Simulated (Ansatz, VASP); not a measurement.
## Cs2WBr6: VASP beside Ansatz

Aim: how closely do two programs agree when they are given the same cell, functional and k mesh?

Calculated with Ansatz 0.2.0; plane waves, with VASP 6.6.1 beside it; relaxation of cell and atoms at PBEsol.

## Step 1: Starting point

Symmetry: Fm-3m, No. 225, cubic system. Conventional cell: a = 10.547 Å, b = 10.547 Å, c = 10.547 Å, α = 90.00°, β = 90.00°, γ = 90.00°. Nearest to W lie 6 Br at 2.51 Å. Nearest to Cs lie 12 Br at 3.73 Å. Br has 1 W at 2.51 Å and 4 Cs at 3.73 Å nearest. Farther neighbours and most contacts between anions are not listed.

As a file:

```cif
data_structure
_symmetry_space_group_name_H-M 'Fm-3m'
_symmetry_Int_Tables_number 225
_cell_length_a 10.5472
_cell_length_b 10.5472
_cell_length_c 10.5472
_cell_angle_alpha 90.000
_cell_angle_beta 90.000
_cell_angle_gamma 90.000
_cell_volume 1173.31
loop_
_atom_site_label
_atom_site_type_symbol
_atom_site_symmetry_multiplicity
_atom_site_Wyckoff_symbol
_atom_site_fract_x
_atom_site_fract_y
_atom_site_fract_z
_atom_site_occupancy
W1 W 4 a 0.00000 0.00000 0.00000 1
Cs1 Cs 8 c 0.25000 0.25000 0.75000 1
Br1 Br 24 e 0.00000 0.00000 0.76155 1
```

## Step 2: VASP: relaxation of cell and atoms, PBEsol

The relaxed volume is the usual yardstick between codes: its relative difference is about their pressure difference at one cell divided by the bulk modulus.

Lines of VASP's logs that name or quote its potential files are left out, and so is its time.

Input file INCAR:

```
SYSTEM = Cs2WBr6
PREC = Normal
ENCUT = 400
EDIFF = 1E-05
NELM = 120
ISMEAR = 0
SIGMA = 0.05
LREAL = Auto
ALGO = Fast
GGA = PS
NBANDS = 42
LORBIT = 11
LWAVE = .FALSE.
LCHARG = .FALSE.
KPAR = 2
NCORE = 2
IBRION = 2
NSW = 30
ISIF = 3
EDIFFG = -0.03
POTIM = 0.4
```

Input file POSCAR:

```
Cs2WBr6
1.0
    0.0000000000      5.2736108471      5.2736108471
    5.2736108471      0.0000000000      5.2736108471
    5.2736108471      5.2736108471      0.0000000000
W Cs Br
1 2 6
Direct
    0.0000000000      0.0000000000      0.0000000000
    0.7500000000      0.7500000000      0.7500000000
    0.2500000000      0.2500000000      0.2500000000
    0.7615549431      0.7615549431      0.2384450569
    0.2384450569      0.2384450569      0.7615549431
    0.7615549431      0.2384450569      0.7615549431
    0.2384450569      0.7615549431      0.7615549431
    0.2384450569      0.7615549431      0.2384450569
    0.7615549431      0.2384450569      0.2384450569
```

Input file KPOINTS:

```
Automatic mesh
0
Gamma
3 3 3
0 0 0
```

PAW data sets: W, Cs_sv and Br (PBE family, release 64).

Command:

```bash
mpirun -np 4 vasp_std
```

Numbers of over 12 decimals in the logs are rounded to 6 here.

The program printed:

```text
[banner, memory and clock lines left out]
running    4 mpi-ranks, on    1 nodes
 distrk:  each k-point on    2 cores,    2 groups
 distr:  one band on    2 cores,    1 groups

 POSCAR found type information on POSCAR W CsBr
 POSCAR found :  3 types and       9 ions
|                                                                             |
|               ----> ADVICE to this user running VASP <----                  |
|                                                                             |
|     You enforced a specific xc type in the INCAR file but a different       |
|     [... a line on the potential file left out ...]
|     I HOPE YOU KNOW WHAT YOU ARE DOING!                                     |
|                                                                             |

 LDA part: xc-table for (Slater+PW92), standard interpolation
 POSCAR, INCAR and KPOINTS ok, starting setup
 FFT: planning ... GRIDC
 FFT: planning ... GRID_SOFT
 FFT: planning ... GRID
 WAVECAR not read
 entering main loop
       N       E                     dE             d eps       ncg     rms          rms(c)
DAV:   1     0.409179824140E+03    0.40918E+03   -0.23740E+04   336   0.108E+03
DAV:   2    -0.123798322893E+00   -0.40930E+03   -0.39787E+03   450   0.220E+02
DAV:   3    -0.377772304938E+02   -0.37653E+02   -0.37403E+02   416   0.781E+01
DAV:   4    -0.383715810152E+02   -0.59435E+00   -0.59148E+00   424   0.111E+01
DAV:   5    -0.383805480317E+02   -0.89670E-02   -0.89570E-02   414   0.129E+00    0.200E+01
RMM:   6    -0.365321376580E+02    0.18484E+01   -0.59612E+00   344   0.590E+00    0.714E+00
RMM:   7    -0.364220508674E+02    0.11009E+00   -0.85975E-01   338   0.309E+00    0.601E+00
RMM:   8    -0.364350949520E+02   -0.13044E-01   -0.59569E-01   337   0.206E+00    0.180E+00
RMM:   9    -0.364157467988E+02    0.19348E-01   -0.96560E-02   345   0.114E+00    0.664E-01
RMM:  10    -0.364166613382E+02   -0.91454E-03   -0.58083E-02   336   0.677E-01    0.880E-01
RMM:  11    -0.364142173372E+02    0.24440E-02   -0.69722E-03   338   0.337E-01    0.103E-01
RMM:  12    -0.364142260286E+02   -0.86914E-05   -0.28010E-03   330   0.143E-01    0.808E-02
RMM:  13    -0.364143025097E+02   -0.76481E-04   -0.26007E-04   334   0.643E-02    0.189E-02
RMM:  14    -0.364143011167E+02    0.13930E-05   -0.46420E-05   264   0.222E-02
   1 F= -.36414301E+02 E0= -.36406543E+02  d E =-.364143E+02
 curvature:   0.00 expect dE= 0.000E+00 dE for cont linesearch  0.000E+00
 trial: gam= 0.00000 g(F)=  0.108E-03 g(S)=  0.129E-03 ort = 0.000E+00 (trialstep = 0.100E+01)
 search vector abs. value=  0.237E-03
 reached required accuracy - stopping structural energy minimisation
```

OUTCAR, selected parts (step 2):

```text
ion  position               nearest neighbor table
   1  0.000  0.000  0.000-   4 2.51   5 2.51   6 2.51   7 2.51   8 2.51   9 2.51
   2  0.750  0.750  0.750-
   3  0.250  0.250  0.250-
   4  0.762  0.762  0.238-   1 2.51
   5  0.238  0.238  0.762-   1 2.51
   6  0.762  0.238  0.762-   1 2.51
   7  0.238  0.762  0.762-   1 2.51
   8  0.238  0.762  0.238-   1 2.51
   9  0.762  0.238  0.238-   1 2.51

  LATTYP: Found a face centered cubic cell.
 ALAT       =    10.5472216942

 Subroutine GETGRP returns: Found 48 space group operations
 (whereof 48 operations were pure point group operations)

The static configuration has the point symmetry O_h .

 Found      4 irreducible k-points:

   k-points           NKPTS =      4   k-points in BZ     NKDIM =      4   number of bands    NBANDS=     42

   dimension x,y,z NGX =    36 NGY =   36 NGZ =   36
   dimension x,y,z NGXF=    72 NGYF=   72 NGZF=   72

   ENCUT  =  400.0 eV  29.40 Ry    5.42 a.u.  12.16 12.16 12.16*2*pi/ulx,y,z

   NELECT =      66.0000    total number of electrons

 k-points in reciprocal lattice and weights: Automatic mesh
   0.00000000  0.00000000  0.00000000       0.037
   0.33333333  0.00000000  0.00000000       0.296
   0.33333333  0.33333333  0.00000000       0.222
  -0.33333333  0.33333333  0.00000000       0.444

 average (electrostatic) potential at core
       1 -44.4977       2 -48.6514       3 -48.6514       4 -63.9530       5 -63.9530
       6 -63.9530       7 -63.9530       8 -63.9530       9 -63.9530

 E-fermi :   2.1485

 k-point     1 :       0.0000    0.0000    0.0000
  band No.  band energies     occupation
    ...
     31       0.1859      2.00000
     32       0.1859      2.00000
     33       2.0271      1.99940
     34       2.0271      1.99940
     35       2.0271      1.99940
     36       5.2098      0.00000
     37       5.5063      0.00000
     38       5.5202      0.00000
     39       5.8027      0.00000
     40       5.9984      0.00000
    ...

 k-point     2 :       0.3333    0.0000    0.0000
  band No.  band energies     occupation
    ...
     29      -0.1508      2.00000
     30      -0.1353      2.00000
     31      -0.1353      2.00000
     32      -0.0216      2.00000
     33       2.0935      1.87991
     34       2.2064      0.10137
     35       2.2064      0.10137
     36       5.0477      0.00000
     37       5.1105      0.00000
     38       6.2606      0.00000
    ...

 k-point     3 :       0.3333    0.3333    0.0000
  band No.  band energies     occupation
    ...
     29      -0.4084      2.00000
     30      -0.2762      2.00000
     31      -0.2762      2.00000
     32       0.1619      2.00000
     33       1.9259      2.00000
     34       2.4028      0.00000
     35       2.4028      0.00000
     36       4.3443      0.00000
     37       5.3774      0.00000
     38       6.4444      0.00000
    ...

  Total        0.0999602      0.0999602      0.0999602     -0.0000000      0.0000000     -0.0000000
  in kB        0.5459884      0.5459884      0.5459884     -0.0000000      0.0000000     -0.0000000
  external PRESSURE =       0.5459884 kB  Pullay stress =       0.0000000 kB

  energy-cutoff  :      400.00
  volume of cell :      293.33
      direct lattice vectors                 reciprocal lattice vectors
     0.000000000  5.273610847  5.273610847    -0.094811698  0.094811698  0.094811698
     5.273610847  0.000000000  5.273610847     0.094811698 -0.094811698  0.094811698
     5.273610847  5.273610847  0.000000000     0.094811698  0.094811698 -0.094811698

 POSITION                                       TOTAL-FORCE (eV/Angst)
 -----------------------------------------------------------------------------------
      0.00000      0.00000      0.00000         0.000000     -0.000000     -0.000000
      7.91042      7.91042      7.91042         0.000000     -0.000000      0.000000
      2.63681      2.63681      2.63681         0.000000      0.000000      0.000000
      5.27361      5.27361      8.03229         0.000000     -0.000000     -0.021596
      5.27361      5.27361      2.51493         0.000000     -0.000000      0.021596
      5.27361      8.03229      5.27361         0.000000     -0.021596      0.000000
      8.03229      5.27361      5.27361        -0.021596     -0.000000      0.000000
      5.27361      2.51493      5.27361         0.000000      0.021596      0.000000
      2.51493      5.27361      5.27361         0.021596     -0.000000      0.000000
 -----------------------------------------------------------------------------------
    total drift:                                0.000000      0.000000     -0.000000

  FREE ENERGIE OF THE ION-ELECTRON SYSTEM (eV)
  ---------------------------------------------------
  free  energy   TOTEN  =       -36.4143011167 eV

  energy  without entropy=      -36.3987852281  energy(sigma->0) =      -36.40654317

 reached required accuracy - stopping structural energy minimisation

 total charge
# of ion       s       p       d       tot
------------------------------------------
    1        0.527   0.584   3.936   5.047
    2        1.851   4.690   0.031   6.573
    3        1.851   4.690   0.031   6.573
    4        1.605   3.232   0.024   4.861
    5        1.605   3.232   0.024   4.861
    6        1.605   3.232   0.024   4.861
    7        1.605   3.232   0.024   4.861
    8        1.605   3.232   0.024   4.861
    9        1.605   3.232   0.024   4.861
--------------------------------------------------
tot         13.859  29.359   4.140  47.358

[... 1 further part left out ...]
```

This run has no spin polarisation, although W can carry a moment. The data set W keeps the semicore shell frozen, which is cheaper and a little less accurate. The run keeps the 48 symmetry operations of its start, so it cannot find a distortion of lower symmetry.

[end of part 1 of 2]

[Lines on the potential files, build, host, timing and source positions are cut from VASP's logs without a mark.]

[Logs are printed without paths, hosts, clocks, repeated set-up lines and the standing remarks that a program may print on its own settings, such as how far it seeks lower states.]

[Hosts, paths, dates, database ids (printed as entryN), source tags and the programs' standing remarks are cut or masked in the printed files.]
